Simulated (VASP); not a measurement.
Wanted: the native input for a VASP 6.6.1 run.

```
Task                   : single point
Functional             : LDA
Potentials or basis    : VASP PAW LDA potentials, release 64 (Si, P)
Cutoff                 : 520 eV
k mesh                 : 2 × 2 × 2
Occupations            : fermi-dirac, width 0.05 eV
Spin                   : collinear spin, zero start
Starting moments       : [0.0, 0.0, 0.0, 0.0, 0.0, 0.0, 0.0, 0.0, 0.0, 0.0, 0.0, 0.0, 0.0, 0.0, 0.0, 0.0, 0.0] μB
Dipole correction      : no
Further INCAR settings : LREAL = Auto; ALGO = Normal; EDIFF = 1e-06; NBANDS = 52
```

The structure of Si16P (a cell with a defect) lies in POSCAR:

```
Si16P
1.0
    0.0000000000      5.4300000000      5.4300000000
    5.4300000000      0.0000000000      5.4300000000
    5.4300000000      5.4300000000      0.0000000000
Si P
16 1
Direct
    0.0002117864      0.0027900552     -0.0065837937
    0.1230478821      0.1285543278      0.1243001842
   -0.0000460405      0.0021639042      0.5037661142
    0.1342357274      0.1224125230      0.6214180479
   -0.0082688766      0.5011049724      0.0044567219
    0.1226058932      0.6235635359      0.1239686924
   -0.0002762431      0.4947513812      0.5031675875
    0.1221270718      0.6231767956      0.6313167587
    0.5025046041      0.0078821363     -0.0056721915
    0.6274309392      0.1247605893      0.1235267035
    0.5068508287     -0.0009392265      0.4963351750
    0.6271270718      0.1244567219      0.6234438306
    0.5018416206      0.4959668508     -0.0058379374
    0.6209392265      0.6262615101      0.1264456722
    0.5011786372      0.4957458564      0.5081952118
    0.6268416206      0.6263075506      0.6231583794
    0.2504235727      0.7498158379      0.2499079190
```

The cell was built by a generator and needn't be a form met in nature.

These files were run (other wordings do the same):

INCAR

```
SYSTEM = Si16P
PREC = Accurate
ENCUT = 520
EDIFF = 1E-6
ISMEAR = -1
SIGMA = 0.05
LREAL = Auto
LASPH = .TRUE.
NELM = 150
ALGO = Normal
ISIF = 2
LWAVE = .FALSE.
LCHARG = .FALSE.
ISPIN = 2
MAGMOM = 0 0 0 0 0 0 0 0 0 0 0 0 0 0 0 0 0
LORBIT = 11
GGA = CA
NBANDS = 52
```

KPOINTS

```
regular mesh
0
G
  2 2 2
  0 0 0
```

Potentials or basis: VASP PAW LDA potentials, release 64 (Si, P).

Run with:

```bash
$ cat potpaw_LDA.64/Si/POTCAR potpaw_LDA.64/P/POTCAR > POTCAR
$ mpirun -np 1 vasp_std > vasp.out
```

It gave:

The pressure is 1.8 GPa. The largest force is 0.113 eV/Å and the band gap on the k mesh is none (metal or under the smearing width). The net moment is 0.00 μB per cell and the valence electrons inside the program's atomic spheres are Si 1.69, 1.72, 1.74, 1.71; P 2.47.

Caveat: the k mesh is coarse (spacing up to 0.50 Å⁻¹), so the values aren't converged.

Wall time 2.8 min on 1 thread of Intel(R) Xeon(R) 6975P-C (Granite Rapids), on a shared host, peak memory 0.48 GiB.
